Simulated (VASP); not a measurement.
Output of a VASP run:

### OSZICAR
```
       N       E                     dE             d eps       ncg     rms          rms(c)
DAV:   1     0.148129930036E+03    0.14813E+03   -0.97956E+03  1695   0.165E+03
DAV:   2    -0.228843181592E+01   -0.15042E+03   -0.14681E+03  1771   0.370E+02
DAV:   3    -0.902175118479E+01   -0.67333E+01   -0.66711E+01  2114   0.874E+01
DAV:   4    -0.914073650673E+01   -0.11899E+00   -0.11896E+00  2053   0.109E+01
DAV:   5    -0.914640812051E+01   -0.56716E-02   -0.56716E-02  2496   0.208E+00    0.586E+00
DAV:   6    -0.898506870520E+01    0.16134E+00   -0.42543E-01  2009   0.970E+00    0.274E+00
DAV:   7    -0.895493399885E+01    0.30135E-01   -0.74008E-02  2257   0.487E+00    0.129E+00
DAV:   8    -0.894809200862E+01    0.68420E-02   -0.23579E-02  1848   0.151E+00    0.369E-01
DAV:   9    -0.894741332517E+01    0.67868E-03   -0.17913E-03  2142   0.742E-01    0.567E-02
DAV:  10    -0.894741925349E+01   -0.59283E-05   -0.45566E-05  2273   0.979E-02    0.224E-02
DAV:  11    -0.894742063819E+01   -0.13847E-05   -0.50615E-06  1960   0.238E-02    0.286E-03
DAV:  12    -0.894742098489E+01   -0.34671E-06   -0.24697E-07  1169   0.541E-03
   1 F= -.89474210E+01 E0= -.89470245E+01  d E =-.792948E-03
```

OUTCAR:
```
------------------------ aborting loop because EDIFF is reached ----------------------------------------
  FORCE on cell =-STRESS in cart. coord.  units (eV):
  Direction    XX          YY          ZZ          XY          YZ          ZX
  --------------------------------------------------------------------------------------
  Total       -0.5148665     -0.5148665     -0.5148665      0.0000000      0.0000000      0.0000000
  in kB      -22.6440777    -22.6440777    -22.6440777      0.0000000      0.0000000      0.0000000
  external PRESSURE =     -22.6440777 kB  Pullay stress =       0.0000000 kB
  volume of cell :       36.43
      direct lattice vectors                 reciprocal lattice vectors
     3.315000000  0.000000000  0.000000000     0.301659125  0.000000000  0.000000000
     0.000000000  3.315000000  0.000000000     0.000000000  0.301659125  0.000000000
     0.000000000  0.000000000  3.315000000     0.000000000  0.000000000  0.301659125
 POSITION                                       TOTAL-FORCE (eV/Angst)
 -----------------------------------------------------------------------------------
      1.65750      1.65750      1.65750         0.000000      0.000000      0.000000
      0.00000      0.00000      0.00000         0.000000      0.000000      0.000000
 -----------------------------------------------------------------------------------
    total drift:                                0.000000      0.000000     -0.000000
  FREE ENERGIE OF THE ION-ELECTRON SYSTEM (eV)
  ---------------------------------------------------
  free  energy   TOTEN  =        -8.9474209849 eV

  energy  without entropy=       -8.9466280364  energy(sigma->0) =       -8.94702451
```
(Selected blocks of OUTCAR.)

POSCAR:
```
PdIn
1
    3.3150000000     0.0000000000     0.0000000000
    0.0000000000     3.3150000000     0.0000000000
    0.0000000000     0.0000000000     3.3150000000
In Pd
1 1
Direct
  0.5000000000   0.5000000000   0.5000000000
  0.0000000000   0.0000000000   0.0000000000
```

Task: Reconstruct the remaining input files.

Result: One answer among several that fit: the input of the run itself, PBE GGA, plane waves, VASP's PBE PAW potentials (set 64).

### INCAR
```
SYSTEM = PdIn
PREC = Accurate
ENCUT = 400
EDIFF = 1E-6
NELM = 100
ALGO = Normal
LREAL = .FALSE.
LASPH = .TRUE.
ISMEAR = 0
SIGMA = 0.05
GGA = PE
LMAXMIX = 4
LWAVE = .FALSE.
LCHARG = .FALSE.
ISIF = 2
NELECT = 22.98
```

File KPOINTS:
```
Automatic mesh
0
Gamma
10 10 10
0 0 0
```

POTCAR, in this order: In_d Pd (PBE.64 set). Program: vasp_std.

The cell is charged, with a uniform compensating background.

The compound is PdIn in the CsCl type structure. The cell was not relaxed at this level. The run is one of a series of settings (ISMEAR = 0, NELECT = 22.98, SIGMA = 0.05 against the base run), some of them coarse on purpose. The electron count is odd and the run is not spin-polarised, which forces a metal.
